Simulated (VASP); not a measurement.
Computed with r2SCAN meta-GGA, VASP's PBE PAW potentials (set 64) (plane waves; VASP).

A VASP calculation is set up with these files.

INCAR:
```
SYSTEM=ZrGe
PREC=Accurate; ENCUT=400; LREAL=.FALSE.
LASPH=.TRUE.
EDIFF=1E-6; NELM=100; ALGO=Normal
LMAXMIX=4; LMIXTAU=.TRUE.
ISMEAR=1; SIGMA=0.1
METAGGA=R2SCAN
IBRION=2; NSW=60; ISIF=3
EDIFFG=-0.02
LWAVE=.FALSE.; LCHARG=.FALSE.
```

KPOINTS:
```
K-points
0
Gamma
 4 7 5
```

**POSCAR**
```
ZrGe
1.0
  7.0214790113   0.0000000000   0.0000000000
  0.0000000000   3.8838574293   0.0000000000
  0.0000000000   0.0000000000   5.3700236008
Zr Ge
4 4
Cart
  1.2387489740   0.9709643573   3.3882556641
  5.7827300373   2.9128930720   1.9817679367
  2.2719905317   2.9128930720   0.7032438637
  4.7494884796   0.9709643573   4.6667797371
  0.3362898375   0.9709643573   0.8162988186
  6.6851891738   2.9128930720   4.5537247822
  3.1744496681   2.9128930720   3.5013106190
  3.8470293432   0.9709643573   1.8687129818
```

POTCAR, in this order: Zr_sv Ge_d (PBE.64 set). Program: vasp_std.

Output of the run:

File OSZICAR:
```
       N       E                     dE             d eps       ncg     rms          rms(c)
DAV:   1     0.138069946791E+04    0.13807E+04   -0.41367E+04  5918   0.353E+03
DAV:   2     0.127825292595E+03   -0.12529E+04   -0.12075E+04  4488   0.104E+03
DAV:   3    -0.144461735039E+03   -0.27229E+03   -0.26496E+03  4984   0.273E+02
DAV:   4    -0.181549686480E+03   -0.37088E+02   -0.36514E+02  6808   0.945E+01
DAV:   5    -0.184580294964E+03   -0.30306E+01   -0.30146E+01  7408   0.226E+01    0.321E+01
DAV:   6    -0.161617273438E+03    0.22963E+02   -0.16363E+01  7900   0.437E+01    0.912E+00
DAV:   7    -0.149366971563E+03    0.12250E+02   -0.72802E+00  5056   0.132E+01    0.240E+00
DAV:   8    -0.152195046628E+03   -0.28281E+01   -0.40644E+00  5172   0.756E+00    0.169E+00
DAV:   9    -0.153196152792E+03   -0.10011E+01   -0.35587E-01  5666   0.307E+00    0.116E+00
DAV:  10    -0.153035883214E+03    0.16027E+00   -0.81280E-02  6096   0.164E+00    0.340E-01
DAV:  11    -0.153475704061E+03   -0.43982E+00   -0.34598E-01  4834   0.265E+00    0.247E-01
DAV:  12    -0.153484524404E+03   -0.88203E-02   -0.14103E-02  5880   0.552E-01    0.148E-01
DAV:  13    -0.153484523095E+03    0.13092E-05   -0.49389E-03  6360   0.340E-01    0.207E-01
DAV:  14    -0.153485520394E+03   -0.99730E-03   -0.70629E-03  4968   0.355E-01    0.998E-02
DAV:  15    -0.153485299460E+03    0.22093E-03   -0.98413E-04  5854   0.177E-01    0.318E-02
DAV:  16    -0.153486389075E+03   -0.10896E-02   -0.44527E-04  5282   0.794E-02    0.181E-02
DAV:  17    -0.153486851872E+03   -0.46280E-03   -0.35715E-04  4910   0.788E-02    0.165E-02
DAV:  18    -0.153486853134E+03   -0.12622E-05   -0.21358E-05  5472   0.232E-02    0.114E-02
DAV:  19    -0.153486856501E+03   -0.33677E-05   -0.24809E-05  4450   0.211E-02    0.678E-03
DAV:  20    -0.153486857241E+03   -0.73986E-06   -0.43738E-06  4672   0.102E-02
   1 F= -.15348686E+03 E0= -.15348706E+03  d E =-.153487E+03
       N       E                     dE             d eps       ncg     rms          rms(c)
DAV:   1    -0.156064198690E+03   -0.25773E+01   -0.66136E+01  5264   0.751E+01    0.121E+01
DAV:   2    -0.154006147911E+03    0.20581E+01   -0.53667E+00  6134   0.190E+01    0.571E+00
DAV:   3    -0.153481203640E+03    0.52494E+00   -0.26009E+00  6064   0.106E+01    0.262E+00
DAV:   4    -0.153398751420E+03    0.82452E-01   -0.46128E-01  4882   0.345E+00    0.143E+00
DAV:   5    -0.153385951478E+03    0.12800E-01   -0.42028E-01  5382   0.301E+00    0.498E-01
DAV:   6    -0.153447168235E+03   -0.61217E-01   -0.84431E-02  4810   0.137E+00    0.315E-01
DAV:   7    -0.153440457695E+03    0.67105E-02   -0.19547E-02  7048   0.753E-01    0.174E-01
DAV:   8    -0.153458524458E+03   -0.18067E-01   -0.17628E-02  5216   0.700E-01    0.120E-01
DAV:   9    -0.153461702510E+03   -0.31781E-02   -0.27031E-03  5998   0.313E-01    0.395E-02
DAV:  10    -0.153462059873E+03   -0.35736E-03   -0.21290E-04  6632   0.703E-02    0.335E-02
DAV:  11    -0.153462199066E+03   -0.13919E-03   -0.12876E-04  5660   0.512E-02    0.844E-03
DAV:  12    -0.153462226759E+03   -0.27693E-04   -0.51230E-05  5836   0.282E-02    0.853E-03
DAV:  13    -0.153462229231E+03   -0.24721E-05   -0.21648E-06  3708   0.108E-02    0.563E-03
DAV:  14    -0.153462228730E+03    0.50145E-06   -0.71306E-07  2922   0.533E-03
   2 F= -.15346223E+03 E0= -.15346244E+03  d E =0.246285E-01
       N       E                     dE             d eps       ncg     rms          rms(c)
DAV:   1    -0.154390341665E+03   -0.92811E+00   -0.20529E+01  5256   0.378E+01    0.737E+00
DAV:   2    -0.153731888170E+03    0.65845E+00   -0.17457E+00  5872   0.109E+01    0.318E+00
DAV:   3    -0.153481357383E+03    0.25053E+00   -0.70330E-01  6040   0.532E+00    0.163E+00
DAV:   4    -0.153515289006E+03   -0.33932E-01   -0.14841E-01  4810   0.178E+00    0.808E-01
DAV:   5    -0.153450668849E+03    0.64620E-01   -0.16659E-01  5380   0.184E+00    0.308E-01
DAV:   6    -0.153516057301E+03   -0.65388E-01   -0.36297E-02  4648   0.831E-01    0.167E-01
DAV:   7    -0.153521780127E+03   -0.57228E-02   -0.91789E-03  6662   0.402E-01    0.127E-01
DAV:   8    -0.153522351686E+03   -0.57156E-03   -0.21528E-03  5184   0.260E-01    0.907E-02
DAV:   9    -0.153523395495E+03   -0.10438E-02   -0.69139E-04  5496   0.157E-01    0.817E-03
DAV:  10    -0.153523431081E+03   -0.35586E-04   -0.73253E-05  6282   0.335E-02    0.990E-03
DAV:  11    -0.153523433863E+03   -0.27815E-05   -0.37477E-06  4654   0.934E-03    0.441E-03
DAV:  12    -0.153523445622E+03   -0.11759E-04   -0.54800E-06  4526   0.123E-02    0.486E-03
DAV:  13    -0.153523446536E+03   -0.91388E-06   -0.99336E-07  3012   0.613E-03
   3 F= -.15352345E+03 E0= -.15352362E+03  d E =-.365893E-01
       N       E                     dE             d eps       ncg     rms          rms(c)
DAV:   1    -0.153523638475E+03   -0.19285E-03   -0.48321E-03  5300   0.603E-01    0.111E-01
DAV:   2    -0.153523485427E+03    0.15305E-03   -0.41620E-04  5920   0.167E-01    0.500E-02
DAV:   3    -0.153523431353E+03    0.54074E-04   -0.17244E-04  6112   0.850E-02    0.244E-02
DAV:   4    -0.153523437395E+03   -0.60416E-05   -0.36888E-05  4392   0.296E-02    0.124E-02
DAV:   5    -0.153523427690E+03    0.97050E-05   -0.43135E-05  4812   0.316E-02    0.415E-03
DAV:   6    -0.153523441481E+03   -0.13792E-04   -0.88071E-06  4146   0.149E-02    0.257E-03
DAV:   7    -0.153523441861E+03   -0.37993E-06   -0.16829E-06  3216   0.643E-03
   4 F= -.15352344E+03 E0= -.15352362E+03  d E =-.365846E-01
       N       E                     dE             d eps       ncg     rms          rms(c)
DAV:   1    -0.153525566540E+03   -0.21251E-02   -0.12873E-01  4552   0.196E+00    0.286E-01
DAV:   2    -0.153524494172E+03    0.10724E-02   -0.52028E-03  6036   0.652E-01    0.173E-01
DAV:   3    -0.153523885178E+03    0.60899E-03   -0.12762E-03  6642   0.363E-01    0.251E-02
DAV:   4    -0.153524059833E+03   -0.17465E-03   -0.51928E-04  5318   0.151E-01    0.133E-02
DAV:   5    -0.153524060099E+03   -0.26616E-06   -0.11268E-04  5144   0.510E-02    0.935E-03
DAV:   6    -0.153524085812E+03   -0.25713E-04   -0.33470E-05  4306   0.286E-02    0.222E-03
DAV:   7    -0.153524087174E+03   -0.13621E-05   -0.42299E-06  3974   0.110E-02    0.103E-03
DAV:   8    -0.153524087455E+03   -0.28126E-06   -0.48692E-07  2908   0.552E-03
   5 F= -.15352409E+03 E0= -.15352423E+03  d E =-.645594E-03
       N       E                     dE             d eps       ncg     rms          rms(c)
DAV:   1    -0.153525837364E+03   -0.17502E-02   -0.13265E-01  4560   0.199E+00    0.291E-01
DAV:   2    -0.153524736453E+03    0.11009E-02   -0.53604E-03  6050   0.662E-01    0.176E-01
DAV:   3    -0.153524111311E+03    0.62514E-03   -0.13154E-03  6628   0.369E-01    0.255E-02
DAV:   4    -0.153524290308E+03   -0.17900E-03   -0.53525E-04  5308   0.153E-01    0.134E-02
DAV:   5    -0.153524290251E+03    0.56771E-07   -0.11588E-04  5156   0.517E-02    0.954E-03
DAV:   6    -0.153524316186E+03   -0.25935E-04   -0.35937E-05  4294   0.295E-02    0.223E-03
DAV:   7    -0.153524317718E+03   -0.15322E-05   -0.46576E-06  4206   0.114E-02    0.102E-03
DAV:   8    -0.153524317977E+03   -0.25899E-06   -0.51924E-07  2908   0.562E-03
   6 F= -.15352432E+03 E0= -.15352443E+03  d E =-.876116E-03
```

OUTCAR:
```
------------------------ aborting loop because EDIFF is reached ----------------------------------------
  FORCE on cell =-STRESS in cart. coord.  units (eV):
  Direction    XX          YY          ZZ          XY          YZ          ZX
  --------------------------------------------------------------------------------------
  Total        0.0117010      0.0257604      0.0956895      0.0000000      0.0000000      0.0000000
  in kB        0.1250339      0.2752682      1.0225092      0.0000000      0.0000000      0.0000000
  external PRESSURE =       0.4742704 kB  Pullay stress =       0.0000000 kB
  volume of cell :      149.94
      direct lattice vectors                 reciprocal lattice vectors
     7.102413423  0.000000000  0.000000000     0.140797211  0.000000000  0.000000000
     0.000000000  3.902449106  0.000000000     0.000000000  0.256249338 -0.000000000
     0.000000000  0.000000000  5.409591159     0.000000000 -0.000000000  0.184856853
 POSITION                                       TOTAL-FORCE (eV/Angst)
 -----------------------------------------------------------------------------------
      1.25333      0.97561      3.41180         0.008795      0.000000      0.001547
      5.84909      2.92684      1.99780        -0.008795     -0.000000     -0.001547
      2.29788      2.92684      0.70700        -0.008795      0.000000      0.001547
      4.80453      0.97561      4.70259         0.008795     -0.000000     -0.001547
      0.34224      0.97561      0.82439         0.010449     -0.000000     -0.002064
      6.76018      2.92684      4.58520        -0.010449      0.000000      0.002064
      3.20897      2.92684      3.52919        -0.010449     -0.000000     -0.002064
      3.89344      0.97561      1.88040         0.010449      0.000000      0.002064
 -----------------------------------------------------------------------------------
    total drift:                                0.000000     -0.000000     -0.000000
  FREE ENERGIE OF THE ION-ELECTRON SYSTEM (eV)
  ---------------------------------------------------
  free  energy   TOTEN  =      -153.5243179774 eV

  energy  without entropy=     -153.5246470762  energy(sigma->0) =     -153.52442768

 reached required accuracy - stopping structural energy minimisation
```
(Selected blocks of OUTCAR.)

### CONTCAR
```
ZrGe
   1.00000000000000
     7.1024134226314937    0.0000000000000000    0.0000000000000000
     0.0000000000000000    3.9024491056735551    0.0000000000000000
     0.0000000000000000    0.0000000000000000    5.4095911586731820
  Zr              Ge
     4     4
Direct
     0.1764646772787751    0.2500000000000000    0.6306938334914900
     0.8235353227212249    0.7500000000000000    0.3693061665085099
     0.3235353227212249    0.7500000000000000    0.1306938334914900
     0.6764646772787751    0.2500000000000000    0.8693061665085100
     0.0481858610228259    0.2500000000000000    0.1523945459303872
     0.9518141389771740    0.7500000000000000    0.8476054540696127
     0.4518141389771741    0.7500000000000000    0.6523945459303873
     0.5481858610228260    0.2500000000000000    0.3476054540696129
```

**OUTCAR**
```
 val. band max:        9.4761533021   @ k =   0.2500   0.0000   0.2000

 cond. band min:       9.4919503133   @ k =   0.0000   0.1429   0.4000


 Fermi energy:         9.4916016789

 k-point     1 :       0.0000    0.0000    0.0000
  band No.  band energies     occupation
      1     -41.3809      2.00000
      2     -41.3539      2.00000
      3     -41.3366      2.00000
      4     -41.3243      2.00000
      5     -18.9329      2.00000
      6     -18.9170      2.00000
      7     -18.8907      2.00000
      8     -18.8204      2.00000
      9     -18.7956      2.00000
     10     -18.7814      2.00000
     11     -18.7446      2.00000
     12     -18.6797      2.00000
     13     -18.6246      2.00000
     14     -18.6155      2.00000
     15     -18.6061      2.00000
     16     -18.5475      2.00000
     17     -15.9535      2.00000
     18     -15.9472      2.00000
     19     -15.9129      2.00000
     20     -15.8845      2.00000
     21     -15.8555      2.00000
     22     -15.8374      2.00000
     23     -15.8273      2.00000
     24     -15.8251      2.00000
     25     -15.8250      2.00000
     26     -15.8088      2.00000
     27     -15.7986      2.00000
     28     -15.7936      2.00000
     29     -15.7917      2.00000
     30     -15.7823      2.00000
     31     -15.7704      2.00000
     32     -15.7606      2.00000
     33     -15.7536      2.00000
     34     -15.7474      2.00000
     35     -15.7415      2.00000
     36     -15.7386      2.00000
     37      -3.0598      2.00000
     38      -1.6222      2.00000
     39       1.1834      2.00000
     40       2.0135      2.00000
     41       3.8536      2.00000
     42       5.2698      2.00000
     43       5.2831      2.00000
     44       5.6716      2.00000
     45       6.4578      2.00000
     46       7.1681      2.00000
     47       7.2926      2.00000
     48       7.5961      2.00000
     49       8.5339      2.00000
     50       8.6110      2.00000
     51       9.0198      2.00000
...
```

Energy and stress use the plane-wave basis of the starting cell.

The structure comes from a computed database's ZrGe entry (Pnma); how it stands against other phases isn't given here. This run relaxes it. Symmetry was kept, so distortions that lower it aren't found. The start is the result of an earlier pass.
